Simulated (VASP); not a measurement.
Level of theory: r2SCAN meta-GGA, VASP's PBE PAW potentials (set 64) (plane waves; VASP 6.6.1).

A VASP calculation is set up with these files.

INCAR:
```
# general
SYSTEM   =  NbP
PREC     =  Accurate
ENCUT    =  400
LREAL    =  .FALSE.
LASPH    =  .TRUE.

# electronic loop
EDIFF    =  1E-6   # SCF stop (eV)
NELM     =  100   # most electronic steps
ALGO     =  Normal
LMAXMIX  =  4
LMIXTAU  =  .TRUE.

# smearing
ISMEAR   =  0
SIGMA    =  0.05

# functional
METAGGA  =  R2SCAN

# ions
IBRION   =  2   # conjugate gradients
NSW      =  60
ISIF     =  3
EDIFFG   =  -0.01

# output
LWAVE    =  .FALSE.
LCHARG   =  .FALSE.
```

**KPOINTS**
```
Automatic
0
Gamma
 8 8 8
```

**POSCAR**
```
NbP
1.0
  2.9786650000   0.0000000000   0.0000000000
  0.0000000000   2.9786650000   0.0000000000
  0.0000000000   0.0000000000   2.9786650000
Nb P
1 1
Cartesian
  0.0000000000   0.0000000000   0.0000000000
  1.4893325000   1.4893325000   1.4893325000
```

POTCAR, in this order: Nb_sv P (PBE.64 set). Program: vasp_std.

The run wrote:

OUTCAR:
```
 ion  position               nearest neighbor table
   1  0.000  0.000  0.000-   2 2.58   2 2.58   2 2.58   2 2.58   2 2.58   2 2.58   2 2.58   2 2.58
  LATTYP: Found a simple cubic cell.
 ALAT       =     2.9786650000
 Subroutine PRICEL returns:
 Original cell was already a primitive cell.
 Subroutine GETGRP returns: Found 48 space group operations
The static configuration has the point symmetry O_h .
The dynamic configuration has the point symmetry O_h .
 Subroutine INISYM returns: Found 48 space group operations
 Subroutine IBZKPT returns following result:
 Found     35 irreducible k-points:

 Following reciprocal coordinates:
            Coordinates               Weight
  0.000000  0.000000  0.000000      1.000000
  0.125000  0.000000  0.000000      6.000000
  0.250000  0.000000  0.000000      6.000000
  0.375000  0.000000  0.000000      6.000000
  0.500000  0.000000  0.000000      3.000000
  0.125000  0.125000  0.000000     12.000000
  0.250000  0.125000  0.000000     24.000000
  0.375000  0.125000  0.000000     24.000000
  0.500000  0.125000  0.000000     12.000000
  0.250000  0.250000  0.000000     12.000000
  0.375000  0.250000  0.000000     24.000000
  0.500000  0.250000  0.000000     12.000000
  0.375000  0.375000  0.000000     12.000000
  0.500000  0.375000  0.000000     12.000000
  0.500000  0.500000  0.000000      3.000000
  0.125000  0.125000  0.125000      8.000000
  0.250000  0.125000  0.125000     24.000000
  0.375000  0.125000  0.125000     24.000000
  0.500000  0.125000  0.125000     12.000000
  0.250000  0.250000  0.125000     24.000000
  0.375000  0.250000  0.125000     48.000000
  0.500000  0.250000  0.125000     24.000000
  0.375000  0.375000  0.125000     24.000000
  0.500000  0.375000  0.125000     24.000000
  0.500000  0.500000  0.125000      6.000000
  0.250000  0.250000  0.250000      8.000000
  0.375000  0.250000  0.250000     24.000000
  0.500000  0.250000  0.250000     12.000000
  0.375000  0.375000  0.250000     24.000000
  0.500000  0.375000  0.250000     24.000000
  0.500000  0.500000  0.250000      6.000000
  0.375000  0.375000  0.375000      8.000000
  0.500000  0.375000  0.375000     12.000000
  0.500000  0.500000  0.375000      6.000000
  0.500000  0.500000  0.500000      1.000000
   k-points           NKPTS =     35   k-points in BZ     NKDIM =     35   number of bands    NBANDS=     13
   number of dos      NEDOS =    301   number of ions     NIONS =      2
   total plane-waves  NPLWV =   8000
   dimension x,y,z NGX =    20 NGY =   20 NGZ =   20
   dimension x,y,z NGXF=    40 NGYF=   40 NGZF=   40
   ions per type =               1   1
   PREC   = accura    normal or accurate (medium, high low for compatibility)
   ISTART =      0    job   : 0-new  1-cont  2-samecut
   ICHARG =      2    charge: 1-file 2-atom 10-const
   ISPIN  =      1    spin polarized calculation?
   LNONCOLLINEAR =      F non collinear calculations
   LSORBIT =      F    spin-orbit coupling
   INIWAV =      1    electr: 0-lowe 1-rand  2-diag
   ENCUT  =  400.0 eV  29.40 Ry    5.42 a.u.   4.86  4.86  4.86*2*pi/ulx,y,z
   NELM   =    100;   NELMIN=  2; NELMDL= -5     # of ELM steps
   EDIFF  = 0.1E-05   stopping-criterion for ELM
   LREAL  =      F    real-space projection
   NLSPLINE    = F    spline interpolate recip. space projectors
   LMAXMIX     =    4 max onsite mixed and CHGCAR
   VOSKOWN=      0    Vosko Wilk Nusair interpolation
   EDIFFG = -.1E-01   stopping-criterion for IOM
   NSW    =     60    number of steps for IOM
   NBLOCK =      1;   KBLOCK =     60    inner block; outer block
   IBRION =      2    ionic relax: 0-MD 1-quasi-New 2-CG
   NFREE  =      1    steps in history (QN), initial steepest desc. (CG)
...
```

**OSZICAR**
```
...
DAV:   8    -0.351977199877E+02   -0.89716E-02   -0.16928E-02  1109   0.123E+00    0.910E-02
DAV:   9    -0.351991412049E+02   -0.14212E-02   -0.25509E-03  1070   0.559E-01    0.773E-02
DAV:  10    -0.351993249962E+02   -0.18379E-03   -0.25660E-04  1415   0.143E-01    0.648E-02
DAV:  11    -0.351993343102E+02   -0.93141E-05   -0.16411E-05  1239   0.411E-02    0.498E-02
DAV:  12    -0.351993248367E+02    0.94735E-05   -0.18277E-04  1419   0.139E-01    0.138E-02
DAV:  13    -0.351993266732E+02   -0.18365E-05   -0.80509E-06  1295   0.311E-02    0.740E-03
DAV:  14    -0.351993271767E+02   -0.50349E-06   -0.15655E-06   583   0.111E-02
   3 F= -.35199327E+02 E0= -.35199027E+02  d E =-.313614E+00
       N       E                     dE             d eps       ncg     rms          rms(c)
DAV:   1    -0.352077965310E+02   -0.84699E-02   -0.26244E-01   933   0.724E+00    0.667E-01
DAV:   2    -0.352014165705E+02    0.63800E-02   -0.25608E-02  1187   0.208E+00    0.264E-01
DAV:   3    -0.352007553849E+02    0.66119E-03   -0.33660E-03  1441   0.591E-01    0.883E-02
DAV:   4    -0.352006055920E+02    0.14979E-03   -0.96315E-04  1553   0.250E-01    0.514E-02
DAV:   5    -0.352008068355E+02   -0.20124E-03   -0.33926E-04  1382   0.173E-01    0.464E-02
DAV:   6    -0.352008592097E+02   -0.52374E-04   -0.14747E-04  1709   0.980E-02    0.179E-02
DAV:   7    -0.352008714909E+02   -0.12281E-04   -0.48479E-05  1272   0.639E-02    0.665E-03
DAV:   8    -0.352008774446E+02   -0.59537E-05   -0.10135E-05  1133   0.355E-02    0.307E-03
DAV:   9    -0.352008797193E+02   -0.22747E-05   -0.63931E-07   503   0.987E-03    0.238E-03
DAV:  10    -0.352008788224E+02    0.89690E-06   -0.11874E-07   470   0.416E-03
   4 F= -.35200879E+02 E0= -.35200594E+02  d E =-.315166E+00
       N       E                     dE             d eps       ncg     rms          rms(c)
DAV:   1    -0.352015954109E+02   -0.71569E-03   -0.26230E-02   933   0.229E+00    0.211E-01
DAV:   2    -0.352009592955E+02    0.63612E-03   -0.26004E-03  1195   0.658E-01    0.838E-02
DAV:   3    -0.352008930579E+02    0.66238E-04   -0.33939E-04  1438   0.187E-01    0.276E-02
DAV:   4    -0.352008802244E+02    0.12833E-04   -0.92660E-05  1505   0.775E-02    0.158E-02
DAV:   5    -0.352009007473E+02   -0.20523E-04   -0.36120E-05  1432   0.553E-02    0.147E-02
DAV:   6    -0.352009085763E+02   -0.78290E-05   -0.14534E-05  1701   0.314E-02    0.568E-03
DAV:   7    -0.352009100918E+02   -0.15156E-05   -0.52027E-06  1028   0.213E-02    0.200E-03
DAV:   8    -0.352009104499E+02   -0.35803E-06   -0.84867E-07   560   0.114E-02
   5 F= -.35200910E+02 E0= -.35200634E+02  d E =-.315197E+00
       N       E                     dE             d eps       ncg     rms          rms(c)
DAV:   1    -0.352009113578E+02   -0.12660E-05   -0.74069E-07   465   0.132E-02    0.115E-03
DAV:   2    -0.352009113418E+02    0.16046E-07   -0.84929E-08   455   0.450E-03
   6 F= -.35200911E+02 E0= -.35200634E+02  d E =-.891913E-06
       N       E                     dE             d eps       ncg     rms          rms(c)
DAV:   1    -0.352009128900E+02   -0.15321E-05   -0.71963E-06   946   0.382E-02    0.361E-03
DAV:   2    -0.352009127497E+02    0.14027E-06   -0.60678E-07   455   0.112E-02
   7 F= -.35200913E+02 E0= -.35200636E+02  d E =-.229982E-05
       N       E                     dE             d eps       ncg     rms          rms(c)
DAV:   1    -0.352009127428E+02    0.14717E-06   -0.14727E-07   455   0.393E-03    0.578E-04
DAV:   2    -0.352009127133E+02    0.29504E-07   -0.42172E-08   455   0.256E-03
   8 F= -.35200913E+02 E0= -.35200636E+02  d E =0.364028E-07
       N       E                     dE             d eps       ncg     rms          rms(c)
DAV:   1    -0.352009127005E+02    0.42317E-07   -0.22194E-08   455   0.149E-03    0.101E-04
DAV:   2    -0.352009126796E+02    0.20911E-07   -0.14365E-08   455   0.147E-03
   9 F= -.35200913E+02 E0= -.35200636E+02  d E =0.701264E-07
       N       E                     dE             d eps       ncg     rms          rms(c)
DAV:   1    -0.352009127017E+02   -0.12162E-08   -0.10333E-08   455   0.142E-03    0.159E-04
DAV:   2    -0.352009126853E+02    0.16398E-07   -0.57448E-09   455   0.810E-04
  10 F= -.35200913E+02 E0= -.35200636E+02  d E =0.643972E-07
       N       E                     dE             d eps       ncg     rms          rms(c)
DAV:   1    -0.352009127460E+02   -0.44318E-07   -0.13204E-08   455   0.186E-03    0.153E-04
DAV:   2    -0.352009127286E+02    0.17390E-07   -0.23685E-09   455   0.639E-04
  11 F= -.35200913E+02 E0= -.35200636E+02  d E =0.210719E-07
       N       E                     dE             d eps       ncg     rms          rms(c)
DAV:   1    -0.352009128264E+02   -0.80338E-07   -0.41656E-08   455   0.313E-03    0.236E-04
DAV:   2    -0.352009128173E+02    0.90342E-08   -0.36830E-09   455   0.102E-03
  12 F= -.35200913E+02 E0= -.35200636E+02  d E =-.676223E-07
       N       E                     dE             d eps       ncg     rms          rms(c)
DAV:   1    -0.352009130224E+02   -0.19600E-06   -0.15976E-07   455   0.601E-03    0.553E-04
DAV:   2    -0.352009130165E+02    0.58717E-08   -0.16401E-08   455   0.202E-03
  13 F= -.35200913E+02 E0= -.35200636E+02  d E =-.266786E-06
       N       E                     dE             d eps       ncg     rms          rms(c)
DAV:   1    -0.352009134341E+02   -0.41173E-06   -0.63904E-07   455   0.120E-02    0.117E-03
DAV:   2    -0.352009134245E+02    0.95667E-08   -0.72454E-08   455   0.410E-03
  14 F= -.35200913E+02 E0= -.35200636E+02  d E =-.674824E-06
       N       E                     dE             d eps       ncg     rms          rms(c)
DAV:   1    -0.352009143181E+02   -0.88401E-06   -0.29680E-06   892   0.241E-02    0.242E-03
DAV:   2    -0.352009142703E+02    0.47742E-07   -0.28211E-07   455   0.743E-03
  15 F= -.35200914E+02 E0= -.35200637E+02  d E =-.152065E-05
       N       E                     dE             d eps       ncg     rms          rms(c)
DAV:   1    -0.352009161019E+02   -0.17838E-05   -0.10574E-05   948   0.474E-02    0.442E-03
DAV:   2    -0.352009158538E+02    0.24807E-06   -0.92139E-07   455   0.137E-02
  16 F= -.35200916E+02 E0= -.35200638E+02  d E =-.310412E-05
       N       E                     dE             d eps       ncg     rms          rms(c)
DAV:   1    -0.352009198267E+02   -0.37249E-05   -0.42936E-05   920   0.951E-02    0.898E-03
DAV:   2    -0.352009187605E+02    0.10662E-05   -0.43659E-06   971   0.278E-02    0.343E-03
DAV:   3    -0.352009186161E+02    0.14444E-06   -0.58415E-07   460   0.931E-03
  17 F= -.35200919E+02 E0= -.35200641E+02  d E =-.586636E-05
       N       E                     dE             d eps       ncg     rms          rms(c)
DAV:   1    -0.352009277572E+02   -0.89967E-05   -0.17952E-04   920   0.194E-01    0.170E-02
DAV:   2    -0.352009234441E+02    0.43131E-05   -0.17346E-05  1216   0.554E-02    0.655E-03
DAV:   3    -0.352009229060E+02    0.53814E-06   -0.15244E-06   504   0.148E-02
  18 F= -.35200923E+02 E0= -.35200644E+02  d E =-.101563E-04
       N       E                     dE             d eps       ncg     rms          rms(c)
DAV:   1    -0.352009457491E+02   -0.22305E-04   -0.71545E-04   920   0.386E-01    0.340E-02
DAV:   2    -0.352009283571E+02    0.17392E-04   -0.69579E-05  1201   0.109E-01    0.132E-02
DAV:   3    -0.352009267008E+02    0.16563E-05   -0.90362E-06  1361   0.306E-02    0.470E-03
DAV:   4    -0.352009259408E+02    0.76003E-06   -0.17881E-06   593   0.123E-02
  19 F= -.35200926E+02 E0= -.35200646E+02  d E =-.131911E-04
```

OUTCAR:
```
------------------------ aborting loop because EDIFF is reached ----------------------------------------
  FORCE on cell =-STRESS in cart. coord.  units (eV):
  Direction    XX          YY          ZZ          XY          YZ          ZX
  --------------------------------------------------------------------------------------
  Total        0.0099664      0.0099664      0.0099664      0.0000000     -0.0000000      0.0000000
  in kB        0.5334456      0.5334456      0.5334456      0.0000000     -0.0000000      0.0000000
  external PRESSURE =       0.5334456 kB  Pullay stress =       0.0000000 kB
  volume of cell :       29.93
      direct lattice vectors                 reciprocal lattice vectors
     3.104935299  0.000000000  0.000000000     0.322067903 -0.000000000 -0.000000000
     0.000000000  3.104935299  0.000000000    -0.000000000  0.322067903 -0.000000000
     0.000000000  0.000000000  3.104935299    -0.000000000 -0.000000000  0.322067903
 POSITION                                       TOTAL-FORCE (eV/Angst)
 -----------------------------------------------------------------------------------
      0.00000      0.00000      0.00000        -0.000000     -0.000000      0.000000
      1.55247      1.55247      1.55247         0.000000      0.000000      0.000000
 -----------------------------------------------------------------------------------
    total drift:                               -0.000000      0.000000     -0.000000
  FREE ENERGIE OF THE ION-ELECTRON SYSTEM (eV)
  ---------------------------------------------------
  free  energy   TOTEN  =       -35.2009259408 eV

  energy  without entropy=      -35.2003664080  energy(sigma->0) =      -35.20064617

 reached required accuracy - stopping structural energy minimisation
```
(Selected blocks of OUTCAR.)

### CONTCAR
```
NbP
   1.00000000000000
     3.1049352992272907    0.0000000000000000    0.0000000000000000
     0.0000000000000000    3.1049352992272907    0.0000000000000001
     0.0000000000000000    0.0000000000000000    3.1049352992272907
  Nb              P
     1     1
Direct
     0.0000000000000000    0.0000000000000000    0.0000000000000000
     0.5000000000000000    0.5000000000000000    0.5000000000000000
```

Energy and stress use the plane-wave basis of the starting cell.

The structure was generated: NbP was put into the CsCl type (Pm-3m), which need not be its known phase. This run relaxes it. Symmetry was kept, so distortions that lower it aren't found.
